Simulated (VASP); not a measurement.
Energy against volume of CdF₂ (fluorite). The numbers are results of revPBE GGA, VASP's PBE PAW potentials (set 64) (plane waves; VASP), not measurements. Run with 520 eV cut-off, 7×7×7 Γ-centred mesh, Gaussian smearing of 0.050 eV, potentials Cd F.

| V (Å³/atom) | E (eV/atom) |
|---|---|
| 13.464 | -3.34117 |
| 13.893 | -3.35337 |
| 14.323 | -3.35760 |
| 14.753 | -3.35510 |

Fit these four points and predict the energy of the run at 15.182 Å³/atom.

A cubic in V^(−2/3), the third-order Birch-Murnaghan form, passes through the four points with V0 = 14.37 Å³/atom and B0 = 82 GPa, and gives -3.3470 eV/atom there. The run gave -3.3469 eV/atom, +0.0 meV/atom from the fit; all five points give B0 = 82 GPa.

The compound is CdF2 in the fluorite structure. It was relaxed first, which changed the volume by +10 %.
